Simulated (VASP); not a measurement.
```yaml
crystal:
  lattice:
    - [0.00000, 3.00699, 3.00699]
    - [3.00699, 0.00000, 3.00699]
    - [3.00699, 3.00699, 0.00000]
  atoms:
    - { symbol: Cd, position: [0.00000, 0.00000, 0.00000] }
    - { symbol: Se, position: [0.25000, 0.25000, 0.25000] }
```

The numbers are results of HSE06 screened hybrid, VASP's PBE PAW potentials (set 64) (plane waves; VASP 6.6.1), not measurements. Numerical set-up: 520 eV cut-off, 6×6×6 Γ-centred mesh, Gaussian smearing of 0.050 eV, potentials Cd Se.

Q: Estimate the energy per atom (σ→0), pressure, band gap (on the k-mesh) with the smallest direct gap where there is one.

A: 
```json
{
  "band gap (on the k-mesh)": "1.65 eV",
  "smallest direct gap (on the k-mesh)": "1.65 eV",
  "energy per atom (σ→0)": "-3411 meV/atom",
  "pressure": "39.6 kbar"
}
```

Only differences to runs with the same potentials and settings are physical.

The compound is CdSe in the zinc blende structure, whereas wurtzite is the usual form. This cell is one point of a volume scan, at 0.91 of the reference volume. The cell's shape comes from a PBE relaxation.
